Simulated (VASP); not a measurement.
These are r2SCAN meta-GGA, VASP's PBE PAW potentials (set 64) (plane waves; VASP 6.6.1) values and carry that method's errors.

The input files of a VASP run:

File POSCAR:
```
Tl
1
    1.7686360657    -3.0633676357     0.0000000000
    1.7686360657     3.0633676357    -0.0000000000
    0.0000000000     0.0000000000     5.5634482129
Tl
2
Direct
  0.3333330000   0.6666670000   0.2500000000
  0.6666670000   0.3333330000   0.7500000000
```

### INCAR
```
! general
SYSTEM =Tl
PREC   =Accurate
ENCUT  =400
LREAL  =F
LASPH  =T

! electronic loop
EDIFF  =1E-7
NELM   =100
ALGO   =Normal
LMAXMIX=4
LMIXTAU=T

! smearing
ISMEAR =-5

! functional
METAGGA=R2SCAN

! ions
ISIF   =2

! output
LWAVE  =F
LCHARG =F
LORBIT =11
NEDOS  =601
```

KPOINTS:
```
Automatic
0
gamma
  13 13 8
0 0 0
```

File KPOINTS_OPT:
```
k-points along high-symmetry lines
6
Line-mode
Reciprocal
  0.000000   0.000000   0.000000 ! GAMMA
 -0.000000   0.500000   0.000000 ! M

 -0.000000   0.500000   0.000000 ! M
 -0.333333   0.666667   0.000000 ! K

 -0.333333   0.666667   0.000000 ! K
  0.000000   0.000000   0.000000 ! GAMMA

  0.000000   0.000000   0.000000 ! GAMMA
  0.000000   0.000000   0.500000 ! A

  0.000000   0.000000   0.500000 ! A
 -0.000000   0.500000   0.500000 ! L

 -0.000000   0.500000   0.500000 ! L
 -0.333333   0.666667   0.500000 ! H

 -0.333333   0.666667   0.500000 ! H
  0.000000   0.000000   0.500000 ! A

 -0.000000   0.500000   0.500000 ! L
 -0.000000   0.500000   0.000000 ! M

 -0.333333   0.666667   0.500000 ! H
 -0.333333   0.666667   0.000000 ! K
```

POTCAR, in this order: Tl_d (PBE.64 set). Program: vasp_std.

What VASP printed:

OSZICAR:
```
       N       E                     dE             d eps       ncg     rms          rms(c)
DAV:   1     0.148195238032E+01    0.14820E+01   -0.12931E+04  3650   0.120E+03
DAV:   2    -0.112081111798E+03   -0.11356E+03   -0.11242E+03  3868   0.264E+02
DAV:   3    -0.113909696263E+03   -0.18286E+01   -0.18201E+01  4197   0.306E+01
DAV:   4    -0.113922044652E+03   -0.12348E-01   -0.12353E-01  3954   0.258E+00
DAV:   5    -0.113922211209E+03   -0.16656E-03   -0.16672E-03  4189   0.299E-01    0.251E+00
DAV:   6    -0.108337249986E+03    0.55850E+01   -0.23241E+00  3594   0.160E+01    0.335E+00
DAV:   7    -0.106740627323E+03    0.15966E+01   -0.17343E-01  3633   0.488E+00    0.286E+00
DAV:   8    -0.108657562186E+03   -0.19169E+01   -0.52905E-01  3609   0.692E+00    0.177E+00
DAV:   9    -0.106339748394E+03    0.23178E+01   -0.23265E-01  3607   0.442E+00    0.733E-01
DAV:  10    -0.106335826503E+03    0.39219E-02   -0.19667E-03  3793   0.279E-01    0.759E-01
DAV:  11    -0.106337492401E+03   -0.16659E-02   -0.38929E-03  3637   0.367E-01    0.705E-01
DAV:  12    -0.106296817492E+03    0.40675E-01   -0.20168E-02  3651   0.891E-01    0.400E-01
DAV:  13    -0.106333802325E+03   -0.36985E-01   -0.10579E-02  3628   0.749E-01    0.303E-01
DAV:  14    -0.106345521217E+03   -0.11719E-01   -0.21939E-03  3645   0.336E-01    0.139E-01
DAV:  15    -0.106351899359E+03   -0.63781E-02   -0.65786E-03  3670   0.640E-01    0.137E-01
DAV:  16    -0.106352048167E+03   -0.14881E-03   -0.90686E-05  3905   0.714E-02    0.118E-01
DAV:  17    -0.106352196522E+03   -0.14836E-03   -0.20373E-05  3705   0.457E-02    0.115E-01
DAV:  18    -0.106352474458E+03   -0.27794E-03   -0.67586E-05  3704   0.629E-02    0.999E-02
DAV:  19    -0.106352627714E+03   -0.15326E-03   -0.67720E-05  3606   0.718E-02    0.616E-02
DAV:  20    -0.106352718979E+03   -0.91265E-04   -0.59347E-05  3724   0.621E-02    0.349E-02
DAV:  21    -0.106352738533E+03   -0.19554E-04   -0.56140E-06  3648   0.186E-02    0.230E-02
DAV:  22    -0.106352748669E+03   -0.10136E-04   -0.32917E-06  3733   0.126E-02    0.171E-02
DAV:  23    -0.106352767124E+03   -0.18454E-04   -0.18553E-05  3637   0.295E-02    0.722E-03
DAV:  24    -0.106352764414E+03    0.27098E-05   -0.20178E-06  3660   0.112E-02    0.531E-03
DAV:  25    -0.106352769618E+03   -0.52042E-05   -0.10638E-06  3639   0.837E-03    0.105E-03
DAV:  26    -0.106352772243E+03   -0.26252E-05   -0.23312E-06  3656   0.130E-02    0.173E-03
DAV:  27    -0.106352773005E+03   -0.76153E-06   -0.21185E-07  2845   0.314E-03    0.466E-04
DAV:  28    -0.106352772640E+03    0.36434E-06   -0.14595E-08  1829   0.945E-04    0.765E-05
DAV:  29    -0.106352772735E+03   -0.94557E-07   -0.37214E-09  1811   0.437E-04
   1 F= -.10635277E+03 E0= -.10635277E+03  d E =0.000000E+00
       N       E                     dE             ncg
```

**OUTCAR**
```
------------------------ aborting loop because EDIFF is reached ----------------------------------------
  FORCE on cell =-STRESS in cart. coord.  units (eV):
  Direction    XX          YY          ZZ          XY          YZ          ZX
  --------------------------------------------------------------------------------------
  Total        0.0083852      0.0083852     -0.0374696      0.0000000      0.0000000     -0.0000000
  in kB        0.2228504      0.2228505     -0.9958125      0.0000000      0.0000000     -0.0000000
  external PRESSURE =      -0.1833705 kB  Pullay stress =       0.0000000 kB
  volume of cell :       60.29
      direct lattice vectors                 reciprocal lattice vectors
     1.768636066 -3.063367636  0.000000000     0.282703723 -0.163219065  0.000000000
     1.768636066  3.063367636  0.000000000     0.282703723  0.163219065  0.000000000
     0.000000000  0.000000000  5.563448213     0.000000000  0.000000000  0.179744641
 POSITION                                       TOTAL-FORCE (eV/Angst)
 -----------------------------------------------------------------------------------
      1.76864      1.02112      1.39086         0.000000      0.000000      0.000000
      1.76864     -1.02112      4.17259        -0.000000     -0.000000      0.000000
 -----------------------------------------------------------------------------------
    total drift:                               -0.000016      0.000472      0.000011
  FREE ENERGIE OF THE ION-ELECTRON SYSTEM (eV)
  ---------------------------------------------------
  free  energy   TOTEN  =      -106.3527727348 eV

  energy  without entropy=     -106.3527727348  energy(sigma->0) =     -106.35277273

 total charge

# of ion       s       p       d       tot
------------------------------------------
    1        1.193   0.379   9.623  11.195
    2        1.193   0.379   9.623  11.195
--------------------------------------------------
tot          2.385   0.758  19.247  22.390
```
(Selected blocks of OUTCAR.)

For a metal the tetrahedron method with Blöchl corrections gives inexact stress and forces.

The compound is Tl in the hcp structure. It was relaxed first, which changed the volume by +5 %.
